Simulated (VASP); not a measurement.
A run of VASP 6.6.1:

File INCAR:

```
SYSTEM = MgO
ALGO = Fast ; EDIFF = 1E-7
EDIFFG = -0.002 ; ENCUT = 520
GGA = PS ; IBRION = 2
ISIF = 3 ; ISMEAR = 0
KPAR = 4 ; LASPH = .TRUE.
LCHARG = .FALSE. ; LREAL = .FALSE.
LWAVE = .FALSE. ; NELM = 100
NSW = 80 ; PREC = Accurate
SIGMA = 0.02
```

The input KPOINTS:

```
k-points
0
G
  12 12 12
  0 0 0
```

Contents of POSCAR:

```
MgO                                     
1.0
    0.0000000000      2.1048952452      2.1048952452
    2.1048952452      0.0000000000      2.1048952452
    2.1048952452      2.1048952452      0.0000000000
  Mg              O             
     1     1
Direct
     0.0000000000000000    0.0000000000000000    0.0000000000000000
     0.5000000000000000    0.5000000000000000    0.5000000000000000
```

Potentials or basis: VASP PAW PBE potentials, release 64 (Mg, O).

Run with:

```sh
$ cat potpaw_PBE.64/Mg/POTCAR potpaw_PBE.64/O/POTCAR > POTCAR
$ mpirun -np 4 vasp_std > vasp.out
```

Hardware: 4 MPI ranks on Intel(R) Xeon(R) Platinum 8559C (Emerald Rapids), with other jobs on the host.

Q: How long does it take, and how much memory?

A: Run time: 3.1 s on 4 MPI ranks on Intel(R) Xeon(R) Platinum 8559C (Emerald Rapids), on a shared host, peak memory 0.13 GiB a rank. Counts: scf iterations 15, k points 72, ion steps 1.
